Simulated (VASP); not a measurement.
Input of a VASP 6.6.1 run:

Contents of INCAR:

```
PREC     = Accurate       # precision mode
ENCUT    = 520            # plane-wave cutoff, eV
EDIFF    = 1E-6           # SCF threshold, eV
ISMEAR   = -1             # smearing method
SIGMA    = 0.15           # smearing width, eV
LREAL    = Auto         
LASPH    = True           # aspherical terms in the spheres
NELM     = 100            # most SCF steps
ALGO     = Normal         # electronic algorithm
ISIF     = 2              # what is computed and relaxed
LWAVE    = False          # write WAVECAR
LCHARG   = False          # write CHGCAR
GGA      = PE             # functional
NBANDS   = 32             # bands
```

Contents of KPOINTS:

```
Automatic mesh
0
Gamma
  4 4 1
```

The input POSCAR:

```
Be16B
1.0
    4.5800000000      0.0000000000      0.0000000000
    2.2900000000      3.9663960000      0.0000000000
    0.0000000000      0.0000000000     17.3826450000
Be B
16 1
Direct
   -0.1666666667      0.3333333333      0.0575285867
    0.3333333333      0.3333333333      0.0575285867
   -0.1666666667      0.8333333333      0.0575285867
    0.3333333333      0.8333333333      0.0575285867
    0.0024052403      0.0036310041      0.1607291641
    0.4995959896      0.0030992871      0.1612610164
   -0.0009135153      0.5045938429      0.1601104435
    0.5001375293      0.5058559458      0.1611220272
   -0.1675733322      0.3340309440      0.2625636662
    0.3291274961      0.3416423877      0.2644088975
   -0.1670359360      0.8499605183      0.2621951377
    0.3384900508      0.8372845273      0.2667864988
    0.0356247239      0.0132064474      0.3808889844
    0.5170344578      0.0078476783      0.3703103872
   -0.0366857691      0.5360959924      0.3569673660
    0.4999550326      0.4984956116      0.3720318168
    0.2482734728      0.3581674649      0.4317761192
```

Potentials or basis: VASP PAW PBE potentials, release 64 (Be, B).

Command:

```bash
$ cat potpaw_PBE.64/Be/POTCAR potpaw_PBE.64/B/POTCAR > POTCAR
$ mpirun -np 1 vasp_std > vasp.out
```

Problem. Predict the band gap on the k mesh.

Solution. None (metal or under the smearing width).

Problem. Predict the largest force.

Solution. 0.327 eV/Å.

Forces in eV/Å, atoms in the order of the input:
```
Be  -0.028  0.030 -0.022
Be   0.067  0.007  0.014
Be   0.005  0.089 -0.032
Be   0.041  0.028  0.028
Be   0.000  0.005  0.003
Be  -0.002  0.003  0.003
Be  -0.002 -0.003  0.009
Be   0.001 -0.002  0.002
Be  -0.008  0.018  0.010
Be  -0.012 -0.010 -0.003
Be   0.009  0.001  0.010
Be  -0.013 -0.006 -0.009
Be   0.091  0.122 -0.015
Be   0.045 -0.088 -0.080
Be   0.033  0.082 -0.002
Be  -0.079  0.013  0.042
B   -0.148 -0.289  0.043
```

Caveat: the k mesh is coarse (spacing up to 0.40 Å⁻¹), so the values aren't converged.
